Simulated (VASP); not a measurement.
Data:

```
CELL_PARAMETERS angstrom
      4.29123     0.00000     0.00000
      0.00000     4.41293     0.00000
      0.00000     0.00000    20.02510
ATOMIC_POSITIONS crystal
  Sn 0.75000 0.90788 0.56928
  Sn 0.25000 0.40788 0.43072
  Se 0.25000 0.46672 0.56643
  Se 0.75000 0.96672 0.43357
```

These are PBE GGA, VASP's PBE PAW potentials (set 64) (plane waves; VASP) values and carry that method's errors. Settings: 400 eV cut-off, 4×4×1 Γ-centred mesh, Gaussian smearing of 0.050 eV, potentials Sn_d Se.

The cell holds a wide vacuum, so values per volume refer to the whole cell. Unless said otherwise, spin-orbit coupling is left out, though it shifts the bands of the heavy elements here.

Q: Predict the energy per atom (σ→0), largest force, band gap (on the k-mesh) with the smallest direct gap where there is one.

A: 
The band gap (on the k-mesh) comes out as 1.63 eV. The smallest direct gap (on the k-mesh) comes out as 1.69 eV and the energy per atom (σ→0) comes out as -4.076 eV/atom. The largest force is 0.063 eV/Å.

Only differences to runs with the same potentials and settings are physical.

The cell is a sheet with vacuum, built from a generated structure.
